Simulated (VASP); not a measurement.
Output of a VASP run:

OSZICAR:
```
       N       E                     dE             d eps       ncg     rms          rms(c)
DAV:   1     0.150842986438E+03    0.15084E+03   -0.12049E+04   320   0.138E+03
DAV:   2    -0.774238960697E+01   -0.15859E+03   -0.15525E+03   440   0.263E+02
DAV:   3    -0.160781404424E+02   -0.83358E+01   -0.83292E+01   384   0.680E+01
DAV:   4    -0.162039030015E+02   -0.12576E+00   -0.12575E+00   536   0.837E+00
DAV:   5    -0.162047652395E+02   -0.86224E-03   -0.86224E-03   416   0.454E-01    0.783E+01
DAV:   6    -0.328384286576E+02   -0.16634E+02   -0.37167E+01   352   0.636E+01    0.174E+01
DAV:   7    -0.327402961383E+02    0.98133E-01   -0.15957E+00   496   0.121E+01    0.140E+01
DAV:   8    -0.326482325649E+02    0.92064E-01   -0.38339E-01   400   0.503E+00    0.701E+00
DAV:   9    -0.327843662658E+02   -0.13613E+00   -0.21356E-01   384   0.472E+00    0.349E+00
DAV:  10    -0.328219437278E+02   -0.37577E-01   -0.36714E-02   400   0.140E+00    0.360E-01
DAV:  11    -0.328256932452E+02   -0.37495E-02   -0.11276E-02   424   0.963E-01    0.535E-01
DAV:  12    -0.328280542445E+02   -0.23610E-02   -0.91546E-03   360   0.926E-01    0.202E-01
DAV:  13    -0.328306851039E+02   -0.26309E-02   -0.14156E-03   416   0.399E-01    0.382E-02
DAV:  14    -0.328313930294E+02   -0.70793E-03   -0.85369E-04   384   0.253E-01    0.467E-02
DAV:  15    -0.328314862611E+02   -0.93232E-04   -0.49388E-05   520   0.554E-02    0.327E-02
DAV:  16    -0.328314114728E+02    0.74788E-04   -0.12744E-05   392   0.345E-02    0.362E-02
DAV:  17    -0.328315261174E+02   -0.11464E-03   -0.11115E-04   368   0.997E-02    0.165E-02
DAV:  18    -0.328315344303E+02   -0.83129E-05   -0.98923E-06   392   0.324E-02    0.147E-02
DAV:  19    -0.328315331225E+02    0.13078E-05   -0.16714E-06   408   0.969E-03    0.635E-03
DAV:  20    -0.328315347914E+02   -0.16689E-05   -0.77535E-07   304   0.829E-03    0.308E-03
DAV:  21    -0.328315348124E+02   -0.21016E-07   -0.21542E-07   280   0.401E-03
   1 F= -.32831535E+02 E0= -.32831535E+02  d E =-.328315E+02
```

### OUTCAR
```
------------------------ aborting loop because EDIFF is reached ----------------------------------------
  FORCE on cell =-STRESS in cart. coord.  units (eV):
  Direction    XX          YY          ZZ          XY          YZ          ZX
  --------------------------------------------------------------------------------------
  Total        0.0522874      0.0522874      0.0522874     -0.0000000      0.0000000      0.0000000
  in kB        0.9684518      0.9684518      0.9684518     -0.0000000      0.0000000      0.0000000
  external PRESSURE =       0.9684518 kB  Pullay stress =       0.0000000 kB
  volume of cell :       86.50
      direct lattice vectors                 reciprocal lattice vectors
     0.000000000  3.510209934  3.510209934    -0.142441623  0.142441623  0.142441623
     3.510209934  0.000000000  3.510209934     0.142441623 -0.142441623  0.142441623
     3.510209934  3.510209934  0.000000000     0.142441623  0.142441623 -0.142441623
 POSITION                                       TOTAL-FORCE (eV/Angst)
 -----------------------------------------------------------------------------------
      0.00000      0.00000      0.00000        -0.000000      0.000000      0.000000
      1.75510      1.75510      1.75510         0.000000      0.000000      0.000000
      5.26531      5.26531      5.26531        -0.000000     -0.000000     -0.000000
 -----------------------------------------------------------------------------------
    total drift:                               -0.000000     -0.000000      0.000000
  FREE ENERGIE OF THE ION-ELECTRON SYSTEM (eV)
  ---------------------------------------------------
  free  energy   TOTEN  =       -32.8315348124 eV

  energy  without entropy=      -32.8315348124  energy(sigma->0) =      -32.83153481

 reached required accuracy - stopping structural energy minimisation
```
(Selected blocks of OUTCAR.)

POSCAR:
```
SrCl2
1
    0.0000000000     3.5102099339     3.5102099339
    3.5102099339    -0.0000000000     3.5102099339
    3.5102099339     3.5102099339    -0.0000000000
Sr Cl
1 2
Direct
  1.0000000000   0.0000000000   1.0000000000
  0.2500000000   0.2500000000   0.2500000000
  0.7500000000   0.7500000000   0.7500000000
```

Task: Write an INCAR and KPOINTS that could have produced this output.

Result: Several could match; the one computed here: the input of the run itself, TPSS meta-GGA, plane waves, VASP's PBE PAW potentials (set 64).

### KPOINTS
```
Automatic mesh
0
Gamma
5 5 5
0 0 0
```

### INCAR
```
SYSTEM = SrCl2
PREC = Accurate; ENCUT = 520; LREAL = .False.
LASPH = .True.
EDIFF = 1E-6; NELM = 100; ALGO = Normal
LMAXMIX = 4; LMIXTAU = .True.
ISMEAR = 0; SIGMA = 0.05
METAGGA = TPSS
IBRION = 2; NSW = 60; ISIF = 3
EDIFFG = -0.02
LWAVE = .False.; LCHARG = .False.
```

POTCAR, in this order: Sr_sv Cl (PBE.64 set). Program: vasp_std.

The compound is SrCl2 in the fluorite structure. It was relaxed first. The start is the result of an earlier pass.
